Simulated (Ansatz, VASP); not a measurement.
One calculation of Hf3NbO, two programs

The input INCAR:

```
SYSTEM = Hf3NbO
PREC     = Accurate       ! precision mode
ENCUT    = 520            ! plane-wave cutoff, eV
EDIFF    = 1E-6           ! SCF threshold, eV
ISMEAR   = 0              ! smearing method
SIGMA    = 0.1            ! smearing width, eV
LREAL    = .FALSE.        ! projectors in reciprocal space
LASPH    = .TRUE.         ! aspherical terms in the spheres
NELM     = 150            ! most SCF steps
ALGO     = Normal         ! electronic algorithm
ISIF     = 2              ! what is computed and relaxed
LWAVE    = .FALSE.        ! write WAVECAR
LCHARG   = .FALSE.        ! write CHGCAR
ISPIN    = 2              ! spin polarisation
MAGMOM   = 0 0 0 0 0      ! initial moments
LORBIT   = 11             ! projections on sites
LMAXMIX  = 4              ! l up to which the mixer works
GGA      = PE             ! functional
NBANDS   = 36             ! bands
```

Contents of KPOINTS:

```
Automatic mesh
0
G
  4 4 4
  0 0 0
```

POSCAR

```
Hf3NbO
1.0
    4.3349511600      0.0000000000      0.0000000000
    0.0000000000      4.3349511600      0.0000000000
    0.0000000000      0.0000000000      4.3349511600
Hf Nb O
3 1 1
Direct
    0.0000000000      0.5000000000      0.5000000000
    0.5000000000      0.0000000000      0.5000000000
    0.5000000000      0.5000000000      0.0000000000
    0.5000000000      0.5000000000      0.5000000000
    0.0000000000      0.0000000000      0.0000000000
```

Input for Ansatz:

```yaml
crystal:
  lattice:
    - [4.33495116, 0.0, 0.0]
    - [0.0, 4.33495116, 0.0]
    - [0.0, 0.0, 4.33495116]
  atoms:
    - { symbol: Hf, position: [0.0, 0.5, 0.5] }
    - { symbol: Hf, position: [0.5, 0.0, 0.5] }
    - { symbol: Hf, position: [0.5, 0.5, 0.0] }
    - { symbol: Nb, position: [0.5, 0.5, 0.5] }
    - { symbol: O, position: [0.0, 0.0, 0.0] }
basis:
  ecutwfc: 420
kpoints:
  mp_grid: { grid: [4, 4, 4] }
hamiltonian:
  xc: pbe
scf:
  occupations: { method: gaussian, width: 0.1 }
  lower_state_search: "off"
output:
  forces: true
  stress: true
  eigenvalues: true
  populations: true
magnetization:
  spin_polarized: true
```

Change from the starting cell: species swapped into the ZnAgF3 type (Pm-3m, No. 221).

Alike in both runs: task single point; functional PBE; k mesh 4 × 4 × 4; occupations gaussian, width 0.1 eV; collinear spin.

```csv
,VASP,Ansatz
version,VASP 6.6.1,Ansatz 0.2.0
potentials or method,"VASP PAW PBE potentials, release 64 (Hf_pv, Nb_sv, O)","scalar-relativistic, plane waves, PAW"
plane-wave cutoff (eV),520,420
valence electrons in the cell,49,97
```

```csv
,VASP,Ansatz,Ansatz less VASP
gap on the k mesh at the Fermi level (eV),none,none,-
net moment per atom (μB),0.00,0.00,0.000
```

A gap of «none» marks a metal or a gap that the smearing closes. The two sets of potentials don't hold the same shells in valence. Ansatz warned: «no_starting_moments».

Caveats: the k mesh is coarse (spacing up to 0.36 Å⁻¹), so the values aren't converged. Spin-orbit coupling is left out, which matters for the levels of Hf.
